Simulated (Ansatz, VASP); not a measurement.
# Ba2Mg4Zn3Si19O47: VASP beside Ansatz, part 3 of 4

Aim: how closely do two programs agree when they are given the same cell, functional and k mesh? Of the first pair: The structure shown is frame 115 of Ansatz's trajectory.

VASP 6.6.1 and Ansatz 0.2.0.

So far. Step 4 (Side by side): The forces differ by 31 meV/Å r.m.s., which is 3.4 % of the r.m.s. force of 0.908 eV/Å (both taken over all components).

## 6. VASP: single point, PBE, pair 2

Level of this step: PBE; plane waves and PAW (Si, Mg, Zn, Ba_sv, O) (VASP).

The same cell, functional and mesh now go to VASP, with its own data sets.

INCAR

```
SYSTEM = Ba2Mg4Zn3Si19O47
PREC = Accurate
ENCUT = 520
EDIFF = 1E-06
NELM = 120
ISMEAR = 0
SIGMA = 0.01
LREAL = Auto
ALGO = Normal
GGA = PE
NBANDS = 264
LORBIT = 11
LWAVE = .FALSE.
LCHARG = .FALSE.
ISIF = 2
LASPH = .TRUE.
GGA_COMPAT = .FALSE.
EFERMI = MIDGAP
NCORE = 2
```

POSCAR

```
Ba2Mg4Zn3Si19O47
1.0
    9.9253000000      0.0000000000      0.0000000000
    0.0000000000      9.9253000000      0.0000000000
    0.0000000000      0.0000000000      9.9253000000
Si Mg Zn Ba O
19 4 3 2 47
Direct
    0.8134867460      0.6484438758      0.2475189667
    0.0196669118      0.9619860357      0.3613089781
    0.3164438355      0.9234380825      0.0288656262
    0.3443321612      0.5922440632      0.6722114193
    0.5692220890      0.4299215137      0.5344322086
    0.0404320272      0.7755332333      0.0394446515
    0.6484338005      0.1745438425      0.7031928506
    0.4304152016      0.9328685279      0.4580617211
    0.8666337541      0.8269372210      0.7923891469
    0.3023787694      0.0386487058      0.7191923670
    0.6902763644      0.3687142958      0.2604052270
    0.2159934712      0.7176307013      0.4239468832
    0.8410627387      0.6058456671      0.5784208034
    0.2856739847      0.3172196306      0.8350780329
    0.0066698236      0.0543661149      0.6541666247
    0.2623699032      0.1237141447      0.2683143079
    0.1943316575      0.5462605664      0.1520659325
    0.0237473930      0.3181868558      0.0276968958
    0.8682256456      0.0330871611      0.1118958621
    0.4037359072      0.3404733358      0.1330236869
    0.8867742033      0.3391937775      0.7442696946
    0.0594742728      0.5639628021      0.8247105881
    0.6077599670      0.1892134243      0.9708925675
    0.6032160237      0.8898572335      0.1759846050
    0.7168347556      0.0866371797      0.4171057802
    0.5380794535      0.8737166635      0.8111593604
    0.6055333340      0.5757508589      0.9551650832
    0.0458525183      0.3596465598      0.4142242552
    0.1287618510      0.6229232366      0.0156267317
    0.7365822696      0.0878059101      0.6054124309
    0.7051172257      0.0385882543      0.0795844962
    0.9152771201      0.9771090043      0.7613875651
    0.7095503410      0.2863389520      0.8151693148
    0.1580405630      0.9793054114      0.6672543903
    0.4235035717      0.9568879530      0.6242833970
    0.4271709671      0.3232849385      0.9193173002
    0.3335617059      0.0606530785      0.1233312847
    0.6837375193      0.5437921272      0.6009692402
    0.9899751141      0.7432117921      0.8672584204
    0.2408390678      0.4738698075      0.7701228174
    0.8780288757      0.6241524186      0.4073327758
    0.5868034216      0.4434727414      0.3743463674
    0.2842835985      0.2777447533      0.2664503844
    0.8558028473      0.7537404411      0.6433558683
    0.3080209162      0.9937331869      0.8776762415
    0.1074325209      0.0790807331      0.2750949593
    0.4166926944      0.6792137265      0.7806816922
    0.1857273836      0.8529112470      0.0912919509
    0.5592375042      0.0848437831      0.8059907509
    0.4678246501      0.8575458676      0.0256717681
    0.7858402265      0.4912597100      0.1939790233
    0.1881857475      0.5957905554      0.3115271075
    0.5691112611      0.9580869092      0.3797366326
    0.7677249050      0.2565967779      0.3470424068
    0.9612505415      0.0174805799      0.4971235126
    0.6034679053      0.3131593000      0.1393005753
    0.3696009189      0.7778807693      0.4088239146
    0.9440016926      0.4158665229      0.9203852780
    0.3471935357      0.5145738668      0.1170140953
    0.9485456359      0.5070778717      0.6414012675
    0.9361832892      0.1866039314      0.0736904678
    0.7152025631      0.8025349360      0.8462514987
    0.0731262531      0.4238058295      0.1557031022
    0.2109256143      0.6499753156      0.5839924234
    0.1593604224      0.2723947891      0.9400824156
    0.1105054759      0.8365590965      0.3910813779
    0.8759634469      0.9713661048      0.2700875540
    0.4278762355      0.5012039938      0.5724562482
    0.9561524589      0.7023969049      0.1724179622
    0.3000312333      0.2044270702      0.7101548568
    0.9491602269      0.9299567771      0.0195460087
    0.0094505960      0.2133739031      0.6613099856
    0.5732421186      0.2793668705      0.5932515894
    0.3163934591      0.0450162715      0.4007133286
    0.6791835008      0.7294993602      0.2148549666
```

KPOINTS

```
Automatic mesh
0
Gamma
1 1 1
0 0 0
```

PAW data sets: Si, Mg, Zn, Ba_sv and O (PBE family, release 64).

On the command line:

```console
$ mpirun -np 8 vasp_gam
```

Numbers of over 12 decimals in the logs are rounded to 6 here.

Output:

```text
[... set-up lines as in an earlier step ...]
 entering main loop
       N       E                     dE             d eps       ncg     rms          rms(c)
DAV:   1     0.516432065469E+04    0.51643E+04   -0.22900E+05   528   0.167E+03
DAV:   2     0.288876218054E+02   -0.51354E+04   -0.49039E+04   632   0.441E+02
DAV:   3    -0.591273470070E+03   -0.62016E+03   -0.61205E+03   584   0.175E+02
DAV:   4    -0.619629625488E+03   -0.28356E+02   -0.28135E+02   648   0.403E+01
[...]
DAV:  17    -0.542049947138E+03    0.15812E-05   -0.42857E-05   776   0.488E-02    0.837E-03
DAV:  18    -0.542049947661E+03   -0.52215E-06   -0.25239E-05   768   0.162E-02    0.592E-03
DAV:  19    -0.542049947441E+03    0.21937E-06   -0.44459E-06   520   0.108E-02
   1 F= -.54204995E+03 E0= -.54204995E+03  d E =0.000000E+00
```

From OUTCAR (step 6):

```text
  Total        1.2899991      0.7961291    -13.5601967    -15.5558207      8.3901894      3.0821270
  in kB        2.1138251      1.3045572    -22.2200813    -25.4901614     13.7483765      5.0504513
  external PRESSURE =      -6.2672330 kB  Pullay stress =       0.0000000 kB

 POSITION                                       TOTAL-FORCE (eV/Angst)
 -----------------------------------------------------------------------------------
      8.07410      6.43600      2.45670         2.094617     -0.255056      0.773679
      0.19520      9.54800      3.58610        -0.452279      2.145887     -1.911848
      3.14080      9.16540      0.28650         1.615453      2.079913     -0.341389
      3.41760      5.87820      6.67190        -3.072316     -1.272221      0.937280
      5.64970      4.26710      5.30440         1.245820      1.376428      0.619438
      0.40130      7.69740      0.39150        -0.758500     -0.112053     -0.088931
      6.43590      1.73240      6.97940        -0.733886      1.380346      0.651887
      4.27200      9.25900      4.54640        -2.046524      0.146073     -1.372150
      8.60160      8.20760      7.86470        -1.030558     -0.062987     -0.776768
      3.00120      0.38360      7.13820        -0.240099     -0.027574      0.346371
      6.85120      3.65960      2.58460        -0.032710      0.850829      1.498778
      2.14380      7.12270      4.20780         0.808670     -1.033656      0.459969
      8.34780      6.01320      5.74100        -1.996135      1.285613     -2.579213
      2.83540      3.14850      8.28840         0.095297      0.194619      0.602026
[...]
-----------------------------------------------------------------------------------
    total drift:                               -0.007445      0.009006     -0.001624

  FREE ENERGIE OF THE ION-ELECTRON SYSTEM (eV)
  ---------------------------------------------------
  free  energy   TOTEN  =      -542.0499474412 eV

  energy  without entropy=     -542.0499474412  energy(sigma->0) =     -542.04994744

[... 2 parts as in an earlier step ...]

[... 1 further part left out ...]
[key lines of the parts left out:]
E-fermi :   3.7967
```

The run ends at a pressure of -0.63 GPa, with forces up to 3.8 eV/Å.

## 7. Side by side

What differs besides the data sets and the points named for the pairs above, as far as they apply: the data sets hold 454 valence electrons in Ansatz (on its default PAW (the set named soft_2) files) and 422 in VASP. Total energies have different zeros and are not compared.

Forces on 10 of the 75 atoms, those with the largest forces and the largest differences (eV/Å; atoms numbered as in POSCAR):

| atom | Ansatz x, y, z | VASP x, y, z |
| --- | --- | --- |
| Si2 | -0.451, 2.174, -1.885 | -0.452, 2.146, -1.912 |
| Si3 | 1.625, 2.062, -0.307 | 1.615, 2.080, -0.341 |
| Si4 | -3.002, -1.233, 0.962 | -3.072, -1.272, 0.937 |
| Si8 | -2.021, 0.174, -1.397 | -2.047, 0.146, -1.372 |
| Si13 | -1.967, 1.236, -2.534 | -1.996, 1.286, -2.579 |
| Si16 | 1.614, -2.994, -1.514 | 1.632, -3.024, -1.550 |
| O36 | -0.434, -0.039, 0.346 | -0.365, -0.063, 0.407 |
| O56 | -1.349, -0.390, -1.588 | -1.415, -0.442, -1.657 |
| O60 | 0.929, -1.501, 1.005 | 0.962, -1.544, 1.096 |
| O71 | 1.044, -2.057, 0.152 | 1.077, -2.112, 0.128 |

The forces differ by 32 meV/Å r.m.s., which is 3.6 % of the r.m.s. force of 0.896 eV/Å (both taken over all components).

## 8. Ansatz: dynamics, PBE

One frame of this run of dynamics is then solved in both programs, so the motion causes no difference.

The structure compared here is frame 346 of Ansatz's trajectory.

input.yaml

```yaml
crystal:
  lattice:
    - [9.9253, 0.0, 0.0]
    - [0.0, 9.9253, 0.0]
    - [0.0, 0.0, 9.9253]
  atoms:
    - { symbol: Si, position: [0.82807, 0.63763, 0.24204] }
    - { symbol: Si, position: [0.02529, 0.97637, 0.36351] }
    - { symbol: Si, position: [0.30379, 0.94648, 0.02258] }
    - { symbol: Si, position: [0.33464, 0.60195, 0.66813] }
    - { symbol: Si, position: [0.56746, 0.43565, 0.53569] }
    - { symbol: Si, position: [0.03319, 0.77342, 0.02608] }
    - { symbol: Si, position: [0.61995, 0.17525, 0.70877] }
    - { symbol: Si, position: [0.45119, 0.93424, 0.44166] }
    - { symbol: Si, position: [0.84388, 0.82534, 0.79335] }
    - { symbol: Si, position: [0.29164, 0.03336, 0.70764] }
    - { symbol: Si, position: [0.70375, 0.34819, 0.2638] }
    - { symbol: Si, position: [0.2196, 0.7247, 0.40939] }
    - { symbol: Si, position: [0.8395, 0.6113, 0.56586] }
    - { symbol: Si, position: [0.29066, 0.31911, 0.82694] }
    - { symbol: Si, position: [0.98039, 0.05836, 0.65114] }
    - { symbol: Si, position: [0.27979, 0.13726, 0.26869] }
    - { symbol: Si, position: [0.19817, 0.5457, 0.14301] }
    - { symbol: Si, position: [0.02629, 0.32266, 0.01908] }
    - { symbol: Si, position: [0.874, 0.04045, 0.09957] }
    - { symbol: Mg, position: [0.41992, 0.34332, 0.12384] }
    - { symbol: Mg, position: [0.87012, 0.35676, 0.7476] }
    - { symbol: Mg, position: [0.05836, 0.55756, 0.81961] }
    - { symbol: Mg, position: [0.60995, 0.18095, 0.9786] }
    - { symbol: Zn, position: [0.60795, 0.88577, 0.1725] }
    - { symbol: Zn, position: [0.75423, 0.05542, 0.41736] }
    - { symbol: Zn, position: [0.51742, 0.86987, 0.84507] }
    - { symbol: Ba, position: [0.58496, 0.57306, 0.97064] }
    - { symbol: Ba, position: [0.06071, 0.35931, 0.42844] }
    - { symbol: O, position: [0.13872, 0.6227, 0.01033] }
    - { symbol: O, position: [0.69654, 0.1007, 0.59641] }
    - { symbol: O, position: [0.7158, 0.04109, 0.08642] }
    - { symbol: O, position: [0.89804, 0.97174, 0.75551] }
    - { symbol: O, position: [0.71176, 0.25917, 0.81536] }
    - { symbol: O, position: [0.13981, 0.0063, 0.65632] }
    - { symbol: O, position: [0.39657, 0.96939, 0.59664] }
    - { symbol: O, position: [0.42052, 0.31872, 0.91835] }
    - { symbol: O, position: [0.29725, 0.08491, 0.11362] }
    - { symbol: O, position: [0.70542, 0.51574, 0.58696] }
    - { symbol: O, position: [0.9669, 0.73604, 0.86678] }
    - { symbol: O, position: [0.26584, 0.47248, 0.75603] }
    - { symbol: O, position: [0.86232, 0.63474, 0.40596] }
    - { symbol: O, position: [0.60214, 0.40501, 0.382] }
    - { symbol: O, position: [0.30803, 0.28882, 0.28044] }
    - { symbol: O, position: [0.83046, 0.7468, 0.64625] }
    - { symbol: O, position: [0.29382, 0.97412, 0.86132] }
    - { symbol: O, position: [0.13199, 0.09495, 0.32412] }
    - { symbol: O, position: [0.40684, 0.70366, 0.76457] }
    - { symbol: O, position: [0.17601, 0.8593, 0.06875] }
    - { symbol: O, position: [0.54538, 0.07158, 0.80848] }
    - { symbol: O, position: [0.44794, 0.88094, 0.04696] }
    - { symbol: O, position: [0.79927, 0.47548, 0.21885] }
    - { symbol: O, position: [0.19075, 0.61266, 0.2948] }
    - { symbol: O, position: [0.59886, 0.93047, 0.38278] }
    - { symbol: O, position: [0.79103, 0.23594, 0.33174] }
    - { symbol: O, position: [0.94603, 0.0163, 0.4965] }
    - { symbol: O, position: [0.61348, 0.30762, 0.13903] }
    - { symbol: O, position: [0.36444, 0.79919, 0.40011] }
    - { symbol: O, position: [0.94112, 0.41914, 0.92376] }
    - { symbol: O, position: [0.34932, 0.52234, 0.11106] }
    - { symbol: O, position: [0.95337, 0.51951, 0.63796] }
    - { symbol: O, position: [0.9499, 0.18567, 0.06498] }
    - { symbol: O, position: [0.70356, 0.80365, 0.8618] }
    - { symbol: O, position: [0.09479, 0.41019, 0.14185] }
    - { symbol: O, position: [0.22184, 0.66198, 0.56307] }
    - { symbol: O, position: [0.15994, 0.29471, 0.92332] }
    - { symbol: O, position: [0.10894, 0.84217, 0.3863] }
    - { symbol: O, position: [0.91024, 0.98568, 0.25285] }
    - { symbol: O, position: [0.44317, 0.53019, 0.57047] }
    - { symbol: O, position: [0.94776, 0.69824, 0.15105] }
    - { symbol: O, position: [0.29598, 0.19763, 0.72025] }
    - { symbol: O, position: [0.94147, 0.92155, 0.01773] }
    - { symbol: O, position: [0.97875, 0.21509, 0.66418] }
    - { symbol: O, position: [0.54899, 0.30163, 0.62434] }
    - { symbol: O, position: [0.38181, 0.05316, 0.35577] }
    - { symbol: O, position: [0.69723, 0.71311, 0.19821] }
kpoints:
  mp_grid: { grid: [1, 1, 1] }
hamiltonian:
  xc: pbe
scf:
  occupations: { method: fixed }
output:
  forces: true
  stress: true
md:
  timestep: 1.0
  n_steps: 346
  ensemble: nve
  temperature: 400
  initial_velocities: maxwell_boltzmann
  seed: 329
```

On the command line:

```console
$ ansatz run input.yaml --threads 4 --pin off --max-ram 8192MiB --backend cpu --events-out ev --progress --plain --runs-dir out
```

Output:

```text
[...]
Crystal: 75 atoms, lattice volume = 977.757 Å³
Basis set: ecut = 420 eV, 19213 PW (Γ), exchange–correlation on 144×144×144 points (8 copies of the dense FFT grid, shifted against one another)
Bands: 302, of which v1, the nominal top of the filled ones, is band 227 counted from 1 (226 counted from 0)
Symmetry: 1 space group operations
k-points: 1
[...]
atom  75  O      1.36155992    -2.63422089     0.39652033
  max |Σ_I F_I| component: 4.94e-5 eV/Å
--- Stress (GPa, compression-positive) ---
        0.562809      -1.731154       1.251560
       -1.731152       2.198899       1.077612
        1.251562       1.077612      -1.557751
  P = ⅓ Tr σ = 0.4013 GPa (4.013 kbar)
--- MD trajectory: 346 steps, t = 0.0 → 346.0 fs ---
[...]
conserved energy: peak-to-peak 5.797e-3 eV (7.730e-5 eV/atom) over 346.0 fs
[key lines of the parts left out:]
SCF converged after 8 iterations
Free energy (F): -68377.083771 eV
Fermi energy:    4.543375 eV
```

(Continued in part 4 of 4.)

[Lines on the potential files, build, host, timing and source positions are cut from VASP's logs without a mark.]

[Logs are printed without paths, hosts, clocks, repeated set-up lines and the standing remarks that a program may print on its own settings, such as how far it seeks lower states.]

[Hosts, paths, dates, database ids (printed as entryN), source tags and the programs' standing remarks are cut or masked in the printed files.]
